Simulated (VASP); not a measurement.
BiO6:

```
Bi O
1.0
     4.89120    0.00000    0.00000
     0.00000    4.89120    0.00000
     0.00000    0.00000    4.89120
Bi O
1 6
Direct
  0.00000 0.00000 0.00000
  0.50000 0.50000 0.12790
  0.50000 0.50000 0.87210
  0.12790 0.50000 0.50000
  0.87210 0.50000 0.50000
  0.50000 0.12790 0.50000
  0.50000 0.87210 0.50000
```

The cell was built by a generator and needn't be a form met in nature.

The cell isn't the ideal one: species swapped into the PrB6 type (Pm-3m, No. 221).

```yaml
Program: VASP 6.6.1
Task: relaxation of cell and atoms
Functional: PBE
Potentials_or_basis: VASP PAW PBE potentials, release 64 (Bi_d, O)
Cutoff: 600 eV
k_mesh: 8 × 8 × 8
Occupations: gaussian, width 0.1 eV
Spin: no spin polarisation
```

At the start: pressure 1.3 GPa; volume 16.72 Å³/atom.

Where does the relaxation end?

Over 13 steps the energy falls by 2.8 meV/atom and the volume is 16.54 Å³/atom (-1.1 %); space group Pm-3m (No. 221, to 0.05 Å).

Step by step:
| step | energy change (eV) | largest force (eV/Å) | pressure (GPa) | volume (Å³) |
| --- | --- | --- | --- | --- |
| 1 | 0.0000 | 0.8212 | 1.27 | 117.02 |
| 2 | 0.3177 | 2.7762 | -5.92 | 119.27 |
| 3 | -0.0181 | 0.0122 | -0.31 | 117.41 |
| 4 | -0.0181 | 0.0125 | -0.27 | 117.40 |
| 5 | -0.0181 | 0.0269 | -0.24 | 117.39 |
| 6 | -0.0187 | 0.0243 | -0.17 | 117.02 |
| 7 | -0.0195 | 0.0142 | 0.00 | 115.90 |
| 8 | -0.0195 | 0.0142 | 0.01 | 115.76 |
| 9 | -0.0194 | 0.0109 | 0.08 | 115.50 |
| 10 | -0.0195 | 0.0119 | 0.06 | 115.70 |
| 11 | -0.0195 | 0.0120 | 0.06 | 115.73 |
| 12 | -0.0192 | 0.0950 | -0.19 | 115.87 |
| 13 | -0.0195 | 0.0033 | 0.02 | 115.75 |

Final structure:
```
Bi O
1.0
     4.87353    0.00000    0.00000
     0.00000    4.87353    0.00000
     0.00000    0.00000    4.87353
Bi O
1 6
Direct
  0.00000 0.00000 0.00000
  0.50000 0.50000 0.12999
  0.50000 0.50000 0.87001
  0.12999 0.50000 0.50000
  0.87001 0.50000 0.50000
  0.50000 0.12999 0.50000
  0.50000 0.87001 0.50000
```

Caveat: the standard files for N, O and F lose accuracy on very short bonds; an odd number of electrons without spin polarisation forces a metal; a magnetic or distorted state may lie lower.
